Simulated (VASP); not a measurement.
Here is the system:

```xyz
6
Lattice="6.9765 0.0000 0.0000 -3.4882 6.0418 0.0000 0.0000 0.0000 6.5317" Properties=species:S:1:pos:R:3 pbc="T T T"
Sr     4.7536     0.0000     0.0000
Sr     1.1114     1.9251     0.0000
Sr    -2.3768     4.1167     0.0000
Sr     0.0000     4.0279     3.2659
Sr     3.4882     2.0139     3.2659
Mg     0.0000     0.0000     3.2659
```

All values below come from PBEsol GGA, VASP's PBE PAW potentials (set 64) (plane waves; VASP). Settings: 400 eV cut-off, Gaussian smearing of 0.050 eV, potentials Sr_sv Mg.

### Question
Give the energies of bands 21 to 30 at the high-symmetry points, in eV from the Fermi level.

### Answer

```
band      Γ      M      K      A      L      H
----  -----  -----  -----  -----  -----  -----
21    -4.19  -3.20  -3.04  -3.33  -2.68  -2.61
22    -1.55  -2.75  -2.37  -2.94  -1.95  -1.77
23    -0.61  -1.34  -2.37  -0.40  -1.94  -1.60
24    -0.61  -0.75  -0.43  -0.28  -1.60  -1.60
25    -0.27  -0.39  -0.20  -0.28  -0.92  -1.37
26    -0.18  -0.23  -0.05   0.14  -0.81  -1.37
27    -0.10   0.10  -0.05   0.14   0.04   0.50
28     0.14   0.16   0.23   0.32   0.37   0.70
29     0.14   0.29   0.23   0.34   0.79   0.70
30     0.35   0.33   0.65   0.54   0.89   0.76
```

It has no gap at this level: it comes out as a metal or semimetal.

The structure comes from a computed database's Sr5Mg entry (P-62m); how it stands against other phases isn't given here. It was relaxed first, which changed the volume by -5 %.
